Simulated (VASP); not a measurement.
Consider the following.

```
AlNi
1.0
    2.89129     0.00000     0.00000
    0.00000     2.89129     0.00000
    0.00000     0.00000     2.89129
Al Ni
1 1
Direct
  0.50000   0.50000   0.50000
  0.00000   0.00000   0.00000
```

All values below come from LDA (Ceperley-Alder, Perdew-Zunger), VASP's LDA PAW potentials (set 64) (plane waves; VASP). Settings: 520 eV cut-off, 13×13×13 Γ-centred mesh, first-order Methfessel-Paxton smearing of 0.10 eV, potentials Al Ni.

**Question.** Give the stress tensor in GPa (positive for a compressed cell).

**Answer.** 
```
-9.91   0.00   0.00
 0.00  -9.91   0.00
 0.00   0.00  -9.91
```
The pressure is its mean diagonal, -9.91 GPa.

The compound is NiAl in the CsCl type structure. This cell is one point of a volume scan, at 1.06 of the reference volume. The run is not spin-polarised, so no magnetic state was tried. The electron count is odd and the run is not spin-polarised, which forces a metal.
